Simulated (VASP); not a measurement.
Pb:

```
CELL_PARAMETERS angstrom
0.00000 2.47502 2.47502
2.47502 0.00000 2.47502
2.47502 2.47502 0.00000
ATOMIC_POSITIONS crystal
Pb 0.00000 0.00000 0.00000
```

```yaml
Program: VASP 6.6.1
Task: relaxation of cell and atoms
Functional: RPBE
Potentials_or_basis: VASP PAW PBE potentials, release 64 (Pb_d)
Cutoff: 600 eV
k_mesh: 14 × 14 × 14
Occupations: gaussian, width 0.1 eV
Spin: no spin polarisation
```

At the start: pressure 4.1 GPa; volume 30.32 Å³/atom.

Q: Where does the relaxation end?

A: Over 3 steps the energy falls by 34.2 meV/atom and the volume is 33.27 Å³/atom (+9.7 %); space group Fm-3m (No. 225, to 0.05 Å).

Step by step:
```tsv
step	energy change (eV)	largest force (eV/Å)	pressure (GPa)	volume (Å³)
1	0.0000	0.0000	4.06	30.32
2	-0.0333	0.0000	-0.53	33.82
3	-0.0342	0.0000	0.01	33.27
```

Final structure:
```
Pb
1.0
     0.00000    2.55268    2.55268
     2.55268    0.00000    2.55268
     2.55268    2.55268    0.00000
Pb
1
Direct
  0.00000 0.00000 0.00000
```

Caveat: the PAW data sets were made with another functional, which shifts forces and pressure a little.
